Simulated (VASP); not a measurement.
These are r2SCAN meta-GGA, VASP's PBE PAW potentials (set 64) (plane waves; VASP) values and carry that method's errors.

The input files of a VASP run:

**INCAR**
```
SYSTEM = Mg3Sb2
PREC = Accurate
ENCUT = 520
EDIFF = 1E-7
NELM = 100
ALGO = Normal
LREAL = .FALSE.
LASPH = .TRUE.
ISMEAR = 0
SIGMA = 0.05
METAGGA = R2SCAN
LMIXTAU = .TRUE.
LMAXMIX = 4
LWAVE = .FALSE.
LCHARG = .FALSE.
ISIF = 4
IBRION = 2
NSW = 30
EDIFFG = -0.01
```

POSCAR:
```
Mg3Sb2
1.0
  2.3287874076  -4.0335782726   0.0000000000
  2.3287874076   4.0335782726   0.0000000000
  0.0000000000   0.0000000000   7.3842292915
Mg Sb
3 2
Cartesian
  4.6575748152   0.0000000000   7.3842292915
  2.3287874076   1.3445287799   4.6792839730
  2.3287874076  -1.3445287799   2.7049453185
  2.3287874076   1.3445287799   1.6866219782
  2.3287874076  -1.3445287799   5.6976073133
```

File KPOINTS:
```
K-points
0
Gamma
6 6 3
0 0 0
```

POTCAR, in this order: Mg Sb (PBE.64 set). Program: vasp_std.

Unless said otherwise, spin-orbit coupling is left out, though it shifts the bands of the heavy elements here.

Task: What does the run give for the energy per atom (σ→0), band gap (on the k-mesh)?

Result: 
```yaml
energy per atom (σ→0): -13.236 eV/atom
band gap (on the k-mesh): 0.64 eV
```

File OSZICAR:
```
...
DAV:   1    -0.661801914335E+02   -0.12245E-03   -0.30318E-03   476   0.332E-01    0.242E-02
DAV:   2    -0.661801663208E+02    0.25113E-04   -0.14530E-04   476   0.820E-02    0.149E-02
DAV:   3    -0.661801517687E+02    0.14552E-04   -0.45741E-05   496   0.438E-02    0.289E-03
DAV:   4    -0.661801527325E+02   -0.96378E-06   -0.81353E-06   428   0.223E-02    0.157E-03
DAV:   5    -0.661801523636E+02    0.36890E-06   -0.16909E-06   468   0.111E-02    0.728E-04
DAV:   6    -0.661801526829E+02   -0.31926E-06   -0.13383E-06   452   0.109E-02    0.537E-04
DAV:   7    -0.661801527693E+02   -0.86453E-07   -0.15913E-07   284   0.429E-03
   5 F= -.66180153E+02 E0= -.66180153E+02  d E =-.837116E-04
```

The compound is Mg3Sb2 in the a-la2o3 structure. This cell is one point of a volume scan, at 1.06 of the reference volume. Symmetry was kept, so distortions that lower it aren't found.
